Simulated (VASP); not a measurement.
Data:

```
CELL_PARAMETERS angstrom
      7.14656     0.00000     0.00000
      0.00000     7.14656     0.00000
      0.00000     0.00000     7.14656
ATOMIC_POSITIONS crystal
  C  0.50134 0.99871 0.99796
  C  0.62398 0.12544 0.12475
  C  0.75013 0.25031 0.99979
  C  0.87498 0.37639 0.12476
  C  0.75014 0.00051 0.24959
  C  0.87504 0.12541 0.37569
  C  0.00028 0.00017 0.99949
  C  0.12523 0.12517 0.12455
  C  0.24983 0.25054 0.99846
  C  0.37784 0.37346 0.12633
  C  0.50107 0.49941 0.00050
  C  0.62697 0.62259 0.12633
  C  0.74993 0.75060 0.99845
  C  0.87516 0.87518 0.12452
  C  0.24978 0.99912 0.24980
  C  0.37783 0.12709 0.37275
  C  0.49229 0.23929 0.23855
  C  0.76114 0.50800 0.23857
  C  0.87335 0.62258 0.37275
  C  0.50113 0.00131 0.49867
  C  0.62710 0.12712 0.62184
  C  0.76132 0.23926 0.50735
  C  0.87342 0.37341 0.62190
  C  0.75003 0.99916 0.74998
  C  0.87522 0.12519 0.87457
  C  0.00171 0.49910 0.99798
  C  0.12631 0.62468 0.12535
  C  0.25065 0.74977 0.00027
  C  0.37570 0.87406 0.12531
  C  0.99993 0.25032 0.24962
  C  0.12537 0.37503 0.37431
  C  0.25247 0.49875 0.25175
  C  0.37542 0.62505 0.38036
  C  0.50176 0.74792 0.25173
  C  0.62540 0.87510 0.37429
  C  0.00182 0.99870 0.49847
  C  0.12647 0.12607 0.62407
  C  0.25255 0.25258 0.49800
  C  0.37550 0.38127 0.62415
  C  0.61920 0.62499 0.62415
  C  0.74797 0.74795 0.49795
  C  0.87440 0.87404 0.62401
  C  0.25068 0.00104 0.74908
  C  0.37578 0.12611 0.87325
  C  0.50181 0.25261 0.74711
  C  0.62538 0.37502 0.87436
  C  0.74791 0.49868 0.74708
  C  0.87434 0.62469 0.87326
  C  0.00125 0.75061 0.24982
  C  0.12540 0.87500 0.37444
  C  0.99925 0.49940 0.49871
  C  0.12399 0.62515 0.62443
  C  0.24880 0.75175 0.49968
  C  0.37532 0.87659 0.62442
  C  0.00133 0.25045 0.75003
  C  0.12541 0.37511 0.87432
  C  0.24877 0.50043 0.75098
  C  0.37532 0.62512 0.87577
  C  0.50006 0.75167 0.75093
  C  0.62534 0.87501 0.87431
  C  0.99947 0.74980 0.74904
  C  0.12523 0.87523 0.87448
  N  0.48755 0.51295 0.51204
```
Cell charge -1.

The numbers are results of HSE06 screened hybrid, VASP's PBE PAW potentials (set 64) (plane waves; VASP), not measurements. Run with PREC = Normal, LREAL = Auto, ISYM = 0, NELECT = 254.0, EDIFF = 1E-5, 400 eV cut-off, 1×1×1 Γ-centred mesh, Gaussian smearing of 0.050 eV, potentials C N. Starting moments (MAGMOM): 63*0.0317. The cell's moment is fixed (NUPDOWN = 2).

The cell is charged, with a uniform compensating background. The supercell is sampled at Γ alone, which is coarse: total energies, pressure and levels can be off, energies of defects by several tenths of an eV.

**Question.** Predict the cell moment, energy per atom (σ→0), largest force.

**Answer.** 
The cell moment is 2.00 μB and the energy per atom (σ→0) comes out as -10.222 eV/atom. The largest force comes out as 0.210 eV/Å.

**Question.** Give the moment on each site (PAW-sphere projection).

**Answer.** 
| site | moment (μB) |
|---|---|
| C1 | 0.02 |
| C2 | -0.02 |
| C3 | 0.01 |
| C4 | -0.02 |
| C5 | 0.01 |
| C6 | -0.02 |
| C7 | 0.00 |
| C8 | 0.00 |
| C9 | 0.03 |
| C10 | -0.01 |
| C11 | 0.01 |
| C12 | -0.01 |
| C13 | 0.03 |
| C14 | 0.00 |
| C15 | 0.03 |
| C16 | -0.01 |
| C17 | 0.35 |
| C18 | 0.35 |
| C19 | -0.01 |
| C20 | 0.01 |
| C21 | -0.01 |
| C22 | 0.35 |
| C23 | -0.01 |
| C24 | 0.03 |
| C25 | 0.00 |
| C26 | 0.02 |
| C27 | 0.00 |
| C28 | 0.00 |
| C29 | 0.00 |
| C30 | 0.01 |
| C31 | 0.00 |
| C32 | 0.01 |
| C33 | 0.00 |
| C34 | 0.01 |
| C35 | 0.00 |
| C36 | 0.02 |
| C37 | 0.00 |
| C38 | 0.01 |
| C39 | 0.00 |
| C40 | 0.00 |
| C41 | 0.01 |
| C42 | 0.00 |
| C43 | 0.00 |
| C44 | 0.00 |
| C45 | 0.01 |
| C46 | 0.00 |
| C47 | 0.01 |
| C48 | 0.00 |
| C49 | 0.03 |
| C50 | 0.01 |
| C51 | 0.01 |
| C52 | 0.00 |
| C53 | 0.00 |
| C54 | 0.00 |
| C55 | 0.03 |
| C56 | 0.01 |
| C57 | 0.00 |
| C58 | 0.00 |
| C59 | 0.00 |
| C60 | 0.01 |
| C61 | 0.00 |
| C62 | 0.00 |
| N63 | 0.00 |

The absolute energy has meaning only against runs of the same code, potentials and settings.

The cell is a supercell with a defect, built from C (diamond): N_C-vac_C, charge -1. The cell's shape comes from a PBE relaxation.
